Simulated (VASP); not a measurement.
Method: LDA (Ceperley-Alder, Perdew-Zunger), VASP's LDA PAW potentials (set 64) (plane waves; VASP 6.6.1).

The input files of a VASP run:

**KPOINTS**
```
Automatic
0
gamma
  5 5 5
```

### INCAR
```
SYSTEM = ZnCu2SnS4
PREC = Accurate; ENCUT = 300; LREAL = .False.
LASPH = .True.
EDIFF = 1E-6; NELM = 100; ALGO = Normal
LMAXMIX = 4
ISMEAR = 0; SIGMA = 0.1
IBRION = 2; NSW = 50; ISIF = 3
EDIFFG = -0.01
LWAVE = .False.; LCHARG = .False.
```

### POSCAR
```
ZnCu2SnS4
1
   -2.6984900000     2.6984900000     5.3955900000
    2.6984900000    -2.6984900000     5.3955900000
    2.6984900000     2.6984900000    -5.3955900000
Zn Cu Sn S
1 2 1 4
Direct
  0.0000000000   0.0000000000   0.0000000000
  0.2500000000   0.7500000000   0.5000000000
  0.7500000000   0.2500000000   0.5000000000
  0.5000000000   0.5000000000   0.0000000000
  0.8912200000   0.3753000000   0.0000000000
  0.6247000000   0.6247000000   0.5159200000
  0.3753000000   0.8912200000   0.0000000000
  0.1087800000   0.1087800000   0.4840800000
```

POTCAR, in this order: Zn Cu Sn_d S (LDA.64 set). Program: vasp_std.

**Question.** What will the output report for the number of irreducible k-points (NKPTS), largest plane-wave count, number of space-group operations, FFT grid (NGX, NGY, NGZ)?

**Answer.** 
```
Property                                       Value
--------------------------------------  ------------
number of irreducible k-points (NKPTS)            18
largest plane-wave count                        1869
number of space-group operations                   8
FFT grid (NGX, NGY, NGZ)                40 × 40 × 40
```

The structure comes from a computed database's ZnCu2SnS4 entry (I-42m); how it stands against other phases isn't given here. This run relaxes it. Symmetry was kept, so distortions that lower it aren't found. The run is one of a series of settings (EDIFFG = -0.01, IBRION = 2, ISIF = 3, NSW = 50 against the base run), some of them coarse on purpose.
